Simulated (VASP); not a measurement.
Sn$_{6}$Ge$_{2}$ (ordered alloy cell): computed properties

These are PBEsol GGA, VASP's PBE PAW potentials (set 64) (plane waves; VASP) values and carry that method's errors.

```json
{
  "space_group": "R-3m (166)",
  "cell": "a = b = 8.943 Å, c = 10.964 Å, α = β = 90.00°, γ = 120.00°",
  "volume_per_atom": "31.64 Å^3/atom",
  "band gap (on the k-mesh)": "none (metal, semimetal or under 0.01 eV)",
  "density": "5.62 g/cm³"
}
```

Sn3Ge is taken in the trigonal space group R-3m, hexagonal axes (No. 166), Pearson symbol hR8. Lattice parameters: a = b = 8.9434 Å, c = 10.9640 Å, α = β = 90.00°, γ = 120.00°. Sn on 18h has 1 Ge at 2.678 Å and 3 Sn at 2.803–2.810 Å (tetrahedral). Ge on 6c has 1 Ge at 2.548 Å and 3 Sn at 2.678 Å (tetrahedral). (Neighbours: up to the widest gap in distance over summed covalent radii, below 1.35, at either atom; cation-cation and far metal-metal contacts left out.)
(The calculation used a cell of 8 atoms; values per cell refer to that cell.)

Unless said otherwise, spin-orbit coupling is left out, though it shifts the bands of the heavy elements here.

The structure was generated: Sn6Ge2 was put into an ordered model structure (R-3m), which need not be its known phase. It was relaxed first. Symmetry was kept, so distortions that lower it aren't found.
